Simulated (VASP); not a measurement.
# C (Diamond) with r2SCAN: from relaxation to properties

What structure and properties does r2SCAN give C (Diamond), and how near are they to the measured ones? The steps: relaxing cell and atoms (r2SCAN), single point with fields (r2SCAN), bands along the symmetry lines (r2SCAN), density of states (r2SCAN), vibrations at Γ (r2SCAN), elastic constants (r2SCAN), optical spectrum (r2SCAN), band structure (HSE06) and bands along the symmetry lines (TB-mBJ). The start is a cell from a database of measured crystal structures.

Calculated with VASP 6.6.1; r2SCAN; plane waves and PAW (C), in the first sound run; inputs show where later runs differ.

Experimental background.

“Electron density and thermal motion of diamond at elevated temperatures” (2023, pmc:9813686) reports for C, diamond, by synchrotron powder X-ray diffraction (commercial powder sealed under argon, after heating to 1000 K and fast cooling, 300 K): lattice constant a (cubic a, 300K data set after heating to 1000 K) 3.56718 ± 3e-06 Å [Measured after heating to 1000 K and fast cooling; wavelength calibrated on LaB6, its …].

For C, diamond cubic (homoepitaxial MPCVD diamond grown without added nitrogen gas, 300 K), “A Diamond Temperature Sensor Based on the Energy Level Shift of Nitrogen-Vacancy Color Centers” (2019, pmc:6915693) gives, by confocal micro-Raman, 532 nm: Raman mode (first-order Raman line of diamond (zone-centre optical phonon)) 1332.6 cm⁻¹ [epitaxial CVD layer on HPHT type Ib diamond substrate; measurement temperature not stated …].

“Equation of state of cubic boron nitride at high pressures and temperatures” (2007, arxiv:cond-mat/0702656) quotes from earlier work for C, diamond (literature value): bulk modulus (B0 from Brillouin scattering) 444.8 ± 0.8 GPa [literature value, listed under carbon-12 diamond].

This is a report of a sequence of runs, with most program output left out.

### Step 1. The structure

Before any relaxation, the start is as follows. It takes space group Fd-3m (No. 227, cubic). Conventional cell: a = 3.567 Å, b = 3.567 Å, c = 3.567 Å, α = 90.00°, β = 90.00°, γ = 90.00°. C has 4 C at 1.54 Å nearest.

### Step 2. Relaxing cell and atoms (r2SCAN)

Properties are meant for the cell that this level of theory prefers, so cell and atoms are relaxed first (ISIF = 3) until forces and stress are small; EDIFFG sets the threshold. r2SCAN adds the kinetic-energy density, costs more than a GGA and is run with LASPH.

File INCAR:

```
SYSTEM = C
PREC = Accurate
ENCUT = 520
EDIFF = 1E-06
NELM = 100
ISMEAR = 0
SIGMA = 0.05
LREAL = .FALSE.
ALGO = Normal
METAGGA = R2SCAN
LASPH = .TRUE.
NBANDS = 10
LORBIT = 11
LWAVE = .FALSE.
LCHARG = .FALSE.
KPAR = 2
IBRION = 2
NSW = 60
ISIF = 3
EDIFFG = -0.01
```

File POSCAR:

```
C
1.0
    0.0000000000      1.7833700000      1.7833700000
    1.7833700000      0.0000000000      1.7833700000
    1.7833700000      1.7833700000      0.0000000000
C
2
Direct
    0.0000000000      0.0000000000      0.0000000000
    0.2500000000      0.2500000000      0.2500000000
```

File KPOINTS:

```
Automatic mesh
0
Gamma
9 9 9
0 0 0
```

PAW data sets: C (PBE family, release 64).

Started as:

```
$ mpirun -np 2 vasp_std
```

The job ended after 17 s (2 MPI ranks of Intel Xeon Platinum 8259CL at 2.50GHz (Skylake/Cascade Lake), shared host; peak memory 0.23 GiB; 31 s of CPU time).

The gap is read on the k-mesh alone, so it is an upper bound where the band edges lie off the mesh. The PAW data sets were made with PBE, which is usual practice but a small mismatch for other functionals. The run keeps the 48 symmetry operations of its start, so it cannot find a distortion of lower symmetry.

Relaxation path:

```csv
step,energy less that of the first step (eV),largest force (eV/Å),pressure (GPa),volume (Å³)
1,0.0000,0.0000,-1.28,11.34
2,0.0001,0.0000,1.63,11.27
3,-0.0001,0.0000,0.02,11.31
```

```csv
"conventional cell, symmetrised",before,after,change
a (Å),3.567,3.563,-0.1 %
b (Å),3.567,3.563,-0.1 %
c (Å),3.567,3.563,-0.1 %
volume (Å³/atom),5.67,5.65,-0.3 %
```

Final coordinates:

```xyz
2
Lattice="0.0000 1.7816 1.7816 1.7816 0.0000 1.7816 1.7816 1.7816 0.0000" Properties=species:S:1:pos:R:3 pbc="T T T"
C     0.0000    0.0000    0.0000
C     0.8908    0.8908    0.8908
```

This step gave:

```
electrons                       : 8
bands                           : 10
irreducible k-points            : 35
symmetry operations             : 48
free energy (TOTEN)             : -19.66 eV
Fermi energy                    : 10.08 eV
pressure                        : 0.02030 GPa
metallic                        : no
valence top at k                : 0, 0, 0
conduction bottom at k          : 0.3333, 0.3333, 0
least direct gap at k           : 0, 0, 0
SCF cycles over all ionic steps : 18
gap on the k-mesh               : 4.349 eV
least direct gap on the k-mesh  : 5.844 eV
```

It ends with forces that vanish by symmetry and a pressure of 0.02 GPa. The volume lies -0.3 % from that of the database's start, which holds the thermal and zero-point expansion of its experiment.

### Step 3. Single point with fields (r2SCAN)

A single point on the relaxed cell gives a clean self-consistent state, with density, ELF and potential written out.

Edit INCAR of step 2 so:

```diff
@@ -14,7 +14,5 @@
 LWAVE = .FALSE.
-LCHARG = .FALSE.
-KPAR = 2
-IBRION = 2
-NSW = 60
-ISIF = 3
-EDIFFG = -0.01
+LCHARG = .TRUE.
+ISIF = 2
+LELF = .TRUE.
+LVHAR = .TRUE.
```

File POSCAR:

```
C
1.0
    0.0000000000      1.7815621285      1.7815621285
    1.7815621285      0.0000000000      1.7815621285
    1.7815621285      1.7815621285      0.0000000000
C
2
Direct
    0.0000000000      0.0000000000      0.0000000000
    0.2500000000      0.2500000000      0.2500000000
```

KPOINTS is that of step 2.

Started as:

```
$ mpirun -np 2 vasp_std
```

It took 9.4 s on 2 MPI ranks; peak memory 0.21 GiB; 16 s of CPU time.

Numbers from this step:

* SCF cycles: 10
* pressure: 0.08071 GPa
* gap on the k-mesh: 4.350 eV

Valence electrons inside each PAW sphere by angular momentum. Sphere charges, by row:

```csv
atom,s (e),p (e),d (e),tot (e)
C1,0.846,1.741,0,2.587
C2,0.846,1.741,0,2.587
```

Electrostatic potential energy in the ac plane of a cell with a along [110], b along [-110] and c along [001] of the cube at fractional y = 0.000, with atoms of C within 0.2 Å of it. With pseudopotentials it is smooth inside the atoms' cores, unlike the true potential.

Values in eV, 9 rows by 14 columns, each cell a mean:
```
  0  -2 -11 -23 -18  -5   0   0  -2 -11 -23 -18  -5   0
 -1  -7 -35 -32 -39 -17  -2  -1  -7 -35 -32 -39 -17  -2
-14 -11 -36 -29 -39 -20 -12 -14 -11 -36 -29 -39 -20 -12
-38 -30 -16 -26 -21 -18 -40 -38 -30 -16 -26 -21 -18 -40
-21 -38  -8  -3  -4 -22 -37 -21 -38  -8  -3  -4 -22 -37
-35 -18  -3   0  -1  -9 -30 -35 -18  -3   0  -1  -9 -30
 -5  -2   0   1   0  -1  -4  -5  -2   0   1   0  -1  -4
  0   0   0   0   0   0   0   0   0   0   0   0   0   0
  1   0  -1  -2  -1   0   1   1   0  -1  -2  -1   0   1
```
Columns run along a (5.0 Å; values clipped at the 3rd and 97th percentile), rows up along c (3.6 Å), edges of the conventional cell, whose origin can differ from the input's. Atoms in or near the plane, at fractional coordinates: C at (0.00, 0.50), C at (0.50, 0.50), C at (0.25, 0.75), C at (0.75, 0.75).

Valence density in the ac plane of a cell with a along [110], b along [-110] and c along [001] of the cube at fractional y = 0.000, with atoms of C within 0.2 Å of it. It is the smooth field of the valence electrons, not physical close to the nuclei.

Values in e/Å³, 9 rows by 14 columns, each cell a mean:
```
0.1 0.3 0.7 1.1 0.9 0.4 0.2 0.1 0.3 0.7 1.1 0.9 0.4 0.2
0.3 0.6 1.3 1.5 1.5 0.9 0.4 0.3 0.6 1.3 1.5 1.5 0.9 0.4
1.0 1.2 1.7 1.6 1.7 1.5 1.0 1.0 1.2 1.7 1.6 1.7 1.5 1.0
1.6 1.7 1.4 1.3 1.3 1.6 1.7 1.6 1.7 1.4 1.3 1.3 1.6 1.7
1.5 1.4 0.8 0.5 0.6 1.1 1.6 1.5 1.4 0.8 0.5 0.6 1.1 1.6
1.4 0.9 0.4 0.2 0.2 0.6 1.2 1.4 0.9 0.4 0.2 0.2 0.6 1.2
0.6 0.4 0.2 0.1 0.1 0.3 0.5 0.6 0.4 0.2 0.1 0.1 0.3 0.5
0.2 0.2 0.1 0.1 0.1 0.2 0.2 0.2 0.2 0.1 0.1 0.1 0.2 0.2
0.1 0.2 0.3 0.4 0.3 0.2 0.1 0.1 0.2 0.3 0.4 0.3 0.2 0.1
```
Columns run along a (5.0 Å), rows up along c (3.6 Å), edges of the conventional cell, whose origin can differ from the input's. Atoms in or near the plane, at fractional coordinates: C at (0.00, 0.50), C at (0.50, 0.50), C at (0.25, 0.75), C at (0.75, 0.75).

ELF in the ac plane of a cell with a along [110], b along [-110] and c along [001] of the cube at fractional y = 0.000, with atoms of C within 0.2 Å of it. It is the smooth field of the valence electrons, not physical close to the nuclei.

Values, 9 rows by 14 columns, each cell a mean:
```
0.06 0.22 0.48 0.59 0.54 0.34 0.12 0.06 0.22 0.48 0.59 0.54 0.34 0.12
0.30 0.50 0.49 0.24 0.33 0.53 0.38 0.30 0.50 0.49 0.24 0.33 0.53 0.38
0.65 0.82 0.68 0.26 0.47 0.83 0.74 0.65 0.82 0.68 0.26 0.47 0.83 0.74
0.42 0.79 0.85 0.65 0.77 0.89 0.61 0.42 0.79 0.85 0.65 0.77 0.89 0.61
0.14 0.53 0.63 0.45 0.54 0.63 0.28 0.14 0.53 0.63 0.45 0.54 0.63 0.28
0.51 0.50 0.29 0.11 0.18 0.40 0.50 0.51 0.50 0.29 0.11 0.18 0.40 0.50
0.47 0.30 0.09 0.03 0.05 0.20 0.41 0.47 0.30 0.09 0.03 0.05 0.20 0.41
0.11 0.07 0.05 0.06 0.06 0.06 0.10 0.11 0.07 0.05 0.06 0.06 0.06 0.10
0.03 0.06 0.19 0.32 0.27 0.12 0.04 0.03 0.06 0.19 0.32 0.27 0.12 0.04
```
Columns run along a (5.0 Å), rows up along c (3.6 Å), edges of the conventional cell, whose origin can differ from the input's. Atoms in or near the plane, at fractional coordinates: C at (0.00, 0.50), C at (0.50, 0.50), C at (0.25, 0.75), C at (0.75, 0.75).

In this run the pressure is 0.08 GPa, small enough to go on.

### Step 4. Bands along the symmetry lines (r2SCAN)

The mesh alone shows little of the dispersion and can miss band extrema, so KPOINTS_OPT adds a path through the symmetry points after the self-consistent cycle.

File INCAR:

```
SYSTEM = C
PREC = Accurate
ENCUT = 520
EDIFF = 1E-06
NELM = 100
ISMEAR = 0
SIGMA = 0.05
LREAL = .FALSE.
ALGO = Normal
METAGGA = R2SCAN
LASPH = .TRUE.
NBANDS = 16
LORBIT = 11
LWAVE = .FALSE.
LCHARG = .FALSE.
KPAR = 2
```

POSCAR is that of step 3.

KPOINTS is that of step 3.

File KPOINTS_OPT:

```
Line mode
16
Line-mode
Reciprocal
  0.00000000   0.00000000   0.00000000 GAMMA
  0.50000000   0.00000000   0.50000000 X

  0.50000000   0.00000000   0.50000000 X
  0.50000000   0.25000000   0.75000000 W

  0.50000000   0.25000000   0.75000000 W
  0.37500000   0.37500000   0.75000000 K

  0.37500000   0.37500000   0.75000000 K
  0.00000000   0.00000000   0.00000000 GAMMA

  0.00000000   0.00000000   0.00000000 GAMMA
  0.50000000   0.50000000   0.50000000 L

  0.50000000   0.50000000   0.50000000 L
  0.62500000   0.25000000   0.62500000 U

  0.62500000   0.25000000   0.62500000 U
  0.50000000   0.25000000   0.75000000 W

  0.50000000   0.25000000   0.75000000 W
  0.50000000   0.50000000   0.50000000 L

  0.50000000   0.50000000   0.50000000 L
  0.37500000   0.37500000   0.75000000 K

  0.62500000   0.25000000   0.62500000 U
  0.50000000   0.00000000   0.50000000 X
```

Started as:

```
$ mpirun -np 2 vasp_std
```

It took 37 s on 2 MPI ranks; peak memory 0.25 GiB; 64 s of CPU time.

Numbers from this step:

```
bands                             : 16
Fermi energy                      : 10.05 eV
pressure                          : 0.06217 GPa
least gap on mesh and path        : 4.327 eV
least direct gap on mesh and path : 5.844 eV
conduction bottom at k            : 0.3667, 0, 0.3667
```

Electronic bands along the path, in eV, zero at the valence-band top; v1 is the highest filled band, c1 the lowest empty one:

```csv
point,v3,v2,v1,c1,c2,c3
Γ,0.00,0.00,0.00,5.84,5.84,5.84
0.47 of the way,-4.35,-4.08,-4.08,4.74,11.32,11.73
X,-13.61,-6.68,-6.68,5.00,5.00,17.92
0.47 of the way,-13.31,-7.61,-7.61,6.98,6.98,16.73
W,-12.83,-8.74,-8.74,11.27,11.27,12.95
0.47 of the way,-12.46,-9.47,-7.10,8.10,11.45,14.11
K,-12.51,-9.77,-5.69,5.97,11.34,15.25
0.47 of the way,-7.46,-6.36,-2.12,8.93,9.00,11.10
Γ,0.00,0.00,0.00,5.84,5.84,5.84
0.47 of the way,-6.42,-1.72,-1.72,8.04,8.04,8.39
L,-14.08,-2.99,-2.99,8.89,8.89,9.17
0.47 of the way,-13.39,-5.91,-4.06,7.66,11.16,11.99
U,-12.51,-9.77,-5.69,5.97,11.34,15.25
0.53 of the way,-12.46,-9.47,-7.10,8.10,11.45,14.11
W,-12.83,-8.74,-8.74,11.27,11.27,12.95
0.53 of the way,-13.17,-6.38,-4.73,8.72,9.79,13.39
L,-14.08,-2.99,-2.99,8.89,8.89,9.17
0.47 of the way,-13.39,-5.91,-4.06,7.66,11.16,11.99
K,-12.51,-9.77,-5.69,5.97,11.34,15.25
jump to U,-12.51,-9.77,-5.69,5.97,11.34,15.25
0.47 of the way,-13.30,-8.13,-6.39,5.29,7.26,17.06
X,-13.61,-6.68,-6.68,5.00,5.00,17.92
```

The path lowers the gap by 0.02 eV against the mesh alone, so a band edge lies off the mesh.

The path shows an indirect gap of 4.33 eV (valence top at Γ, conduction bottom between Γ and X). The least direct gap is 5.84 eV.

### Step 5. Density of states (r2SCAN)

A density of states needs more k-points than a total energy; ISMEAR = -5 takes tetrahedra, and LORBIT projects the states on the PAW spheres. The mesh is finer than in the run before.

Edit INCAR of step 4 so:

```diff
@@ -5,3 +5,3 @@
 NELM = 100
-ISMEAR = 0
+ISMEAR = -5
 SIGMA = 0.05
@@ -16 +16,2 @@
 KPAR = 2
+NEDOS = 2001
```

POSCAR is that of step 4.

File KPOINTS:

```
Automatic mesh
0
Gamma
14 14 14
0 0 0
```

Started as:

```
$ mpirun -np 2 vasp_std
```

Elapsed: 34 s, on 2 MPI ranks; peak memory 0.24 GiB.

Numbers from this step:

- irreducible k-points: 104
- Fermi energy: 9.780 eV
- pressure: 0.06858 GPa
- conduction bottom at k: 0.3571, 0.3571, 0
- gap on the k-mesh: 4.327 eV

The density of states has structure finer than the step of the table below, so its rows give means over 0.5 eV, whole bins alone (the curve runs from -12.0 to 12.2 eV). Peaks (eV: height): total -6.54: 0.775, 8.57: 1.21, 9.35: 0.990, 10.39: 0.987; C p -6.54: 0.456, 8.57: 0.494, 9.35: 0.413, 10.39: 0.410; C s 8.66: 0.111, 9.52: 0.146, 10.30: 0.124.

States under -12.0 eV and over 12.2 eV are left out. Table of density of states by energy, zero at the valence-band top; means over each step; values in states/eV/cell:

```csv
energy (eV),total,C p,C s
-11.5,0.381,0.126,0.117
-11.0,0.316,0.109,0.0948
-10.5,0.259,0.0931,0.0748
-10.0,0.237,0.0888,0.0649
-9.5,0.335,0.150,0.0564
-9.0,0.524,0.253,0.0629
-8.5,0.491,0.242,0.0597
-8.0,0.507,0.260,0.0552
-7.5,0.552,0.294,0.0529
-7.0,0.635,0.358,0.0470
-6.5,0.747,0.439,0.0423
-6.0,0.745,0.448,0.0386
-5.5,0.702,0.432,0.0324
-5.0,0.689,0.434,0.0276
-4.5,0.669,0.431,0.0234
-4.0,0.645,0.426,0.0184
-3.5,0.622,0.421,0.0138
-3.0,0.522,0.359,0.0110
-2.5,0.354,0.245,0.00797
-2.0,0.260,0.182,0.00548
-1.5,0.194,0.138,0.00374
-1.0,0.137,0.0988,0.00213
-0.5,0.0770,0.0563,8.2e-4
0.0,0.00637,0.00465,2.9e-5
0.5,0,0,0
1.0,0,0,0
1.5,0,0,0
2.0,0,0,0
2.5,0,0,0
3.0,0,0,0
3.5,0,0,0
4.0,0,0,0
4.5,0.0348,0.00789,0.00690
5.0,0.162,0.0395,0.0300
5.5,0.273,0.0748,0.0452
6.0,0.408,0.132,0.0561
6.5,0.471,0.161,0.0597
7.0,0.538,0.192,0.0635
7.5,0.628,0.233,0.0690
8.0,0.778,0.301,0.0780
8.5,1.09,0.440,0.101
9.0,0.737,0.305,0.0857
9.5,0.886,0.365,0.129
10.0,0.793,0.332,0.106
10.5,0.928,0.386,0.119
11.0,0.736,0.315,0.0965
11.5,0.502,0.231,0.0632
```

The gap on this mesh is 4.33 eV. In the top eV of the valence band the largest shares in the PAW spheres are C p 73 %; in the lowest eV of the conduction band, C p 24 % and C s 19 %. The rest lies in smaller channels or between the spheres.

### Step 6. Vibrations at Γ (r2SCAN)

Zone-centre modes test whether the atoms sit at a minimum within this cell. IBRION = 6 takes the force constants from differences of forces between displaced cells, so the forces must be tight.

File INCAR:

```
SYSTEM = C
PREC = Accurate
ENCUT = 520
EDIFF = 1E-08
NELM = 100
ISMEAR = 0
SIGMA = 0.05
LREAL = .FALSE.
ALGO = Normal
METAGGA = R2SCAN
LASPH = .TRUE.
NBANDS = 10
LORBIT = 11
LWAVE = .FALSE.
LCHARG = .FALSE.
KPAR = 2
IBRION = 6
NFREE = 2
POTIM = 0.015
ISIF = 2
NSW = 1
```

POSCAR is that of step 5.

File KPOINTS:

```
Automatic mesh
0
Gamma
9 9 9
0 0 0
```

Started as:

```
$ mpirun -np 2 vasp_std
```

The job ended after 47 s (2 MPI ranks; peak memory 0.26 GiB).

The last energy, forces, stress and levels in OUTCAR belong to the last displaced cell, not to the cell of POSCAR.

Numbers from this step:

* bands: 10
* irreducible k-points: 35
* pressure of the cell: 0.03409 GPa
* largest force of the cell: 0 eV/Å

Transverse limit, no LO-TO splitting. Modes at Γ:

```csv
mode,frequency (cm⁻¹),symmetry
1,0.0,acoustic
2,0.0,acoustic
3,0.0,acoustic
4,1323.3,T2g
5,1323.3,T2g
6,1323.3,T2g
```

Displacements in mode 6 (1323.3 cm⁻¹), the largest set to 1:
```
C1   0.00 -1.00  0.00
C2   0.00  1.00  0.00
```

The three acoustic modes come out at zero, and all others are real. By the characters of their eigenvectors the optical modes sort into (cm⁻¹) Raman active: T2g 1323. With a centre of inversion no mode is active in both.

### Step 7. Elastic constants (r2SCAN)

IBRION = 6 with ISIF = 3 strains the cell both ways at fixed fractional positions, and adds the ions' share afterwards from the force constants. Stress converges slowly with the basis, so the cutoff is raised.

Edit INCAR of step 6 so:

```diff
@@ -2,4 +2,4 @@
 PREC = Accurate
-ENCUT = 520
-EDIFF = 1E-08
+ENCUT = 560
+EDIFF = 1E-07
 NELM = 100
@@ -19,3 +19,3 @@
 POTIM = 0.015
-ISIF = 2
+ISIF = 3
 NSW = 1
```

POSCAR is that of step 6.

KPOINTS is that of step 6.

Started as:

```
$ mpirun -np 2 vasp_std
```

Wall time 5 min (2 MPI ranks); peak memory 0.32 GiB; 8.9 min of CPU time.

This step gave:

```
pressure of the cell  : -0.3944 GPa
mechanically stable   : yes
bulk modulus (Voigt)  : 446.5 GPa
shear modulus (Voigt) : 548.1 GPa
bulk modulus (Hill)   : 446.5 GPa
shear modulus (Hill)  : 546.1 GPa
Young's modulus       : 1164 GPa
Poisson's ratio       : 0.06560
```

Elastic constants with relaxed ions, Voigt order xx yy zz yz xz xy (GPa):

```
1103  118  118    0    0    0
 118 1103  118    0    0    0
 118  118 1103    0    0    0
   0    0    0  585    0    0
   0    0    0    0  585    0
   0    0    0    0    0  585
```

Elastic constants with clamped ions, Voigt order xx yy zz yz xz xy (GPa):

```
1103  118  118    0    0    0
 118 1103  118    0    0    0
 118  118 1103    0    0    0
   0    0    0  587    0    0
   0    0    0    0  587    0
   0    0    0    0    0  587
```

B/G is 0.82, which by Pugh's rule of thumb (1.75) points to a brittle solid. The Zener ratio 2C44/(C11 - C12) is 1.19, where 1 means isotropic. With the density of 3.53 g/cm³ the Hill moduli give sound speeds of 18.25 km/s (longitudinal) and 12.44 km/s (transverse), and from their mean a Debye temperature of 2266 K.

[end of part 1 of 2]

[Lines on the potential files, build, host, timing and source positions are cut from VASP's logs without a mark.]

[Logs are printed without paths, hosts, clocks, repeated set-up lines and the standing remarks that a program may print on its own settings, such as how far it seeks lower states.]

[Hosts, paths, dates, database ids (printed as entryN), source tags and the programs' standing remarks are cut or masked in the printed files.]

[Measured values are set beside computed ones only where the two were judged alike; some that the calculation misses by far are left out.]

[In band tables of VASP the shares of atoms and orbitals are scaled to a sum of 1 inside the atoms' spheres.]
